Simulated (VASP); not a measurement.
A convergence study with VASP on Ge (diamond): one setting is varied, all else stays as given below, so the limit is that of these other settings. Each run relaxes cell and ions from the cell shown. The basis is that of the starting cell, so low cut-offs carry a Pulay error.

```yaml
crystal:
  lattice:
    - [0.00000, 2.82900, 2.82900]
    - [2.82900, 0.00000, 2.82900]
    - [2.82900, 2.82900, 0.00000]
  atoms:
    - { symbol: Ge, position: [0.00000, 0.00000, 0.00000] }
    - { symbol: Ge, position: [0.25000, 0.25000, 0.25000] }
```

Method: PBE GGA, VASP's PBE PAW potentials (set 64) (plane waves; VASP 6.6.1). The tightest run used: 700 eV cut-off, 7×7×7 Γ-centred mesh, Gaussian smearing of 0.050 eV, potentials Ge_d.

Problem. The settings run are ENCUT = 250; ENCUT = 300; ENCUT = 350; ENCUT = 400; ENCUT = 450; ENCUT = 500; ENCUT = 600; ENCUT = 650; ENCUT = 700. From which on does the relaxed volume stay within 0.1 Å³/atom of the tightest run?

Solution. From ENCUT = 500 on: it is off by 0.051 there and by no more than 0.1 in any finer run, while ENCUT = 450 is off by 0.125.
| setting | relaxed volume (Å³/atom) | E (eV/atom) | plane waves | difference judged (Å³/atom) |
|---|---|---|---|---|
| ENCUT = 250 | 20.816 | -4.4927 | 418 | 3.081 |
| ENCUT = 300 | 23.198 | -4.4958 | 547 | 0.699 |
| ENCUT = 350 | 23.901 | -4.5090 | 683 | 0.004 |
| ENCUT = 400 | 23.791 | -4.5052 | 869 | 0.106 |
| ENCUT = 450 | 23.772 | -4.5049 | 998 | 0.125 |
| ENCUT = 500 | 23.846 | -4.5066 | 1173 | 0.051 |
| ENCUT = 600 | 23.909 | -4.5078 | 1525 | 0.012 |
| ENCUT = 650 | 23.901 | -4.5075 | 1721 | 0.004 |
| ENCUT = 700 | 23.897 | -4.5075 | 1922 | 0.000 |

Left out are rungs that failed or repeat a setting and relaxations that didn't move; long series are thinned to 24 rows.

The compound is Ge in the diamond structure.
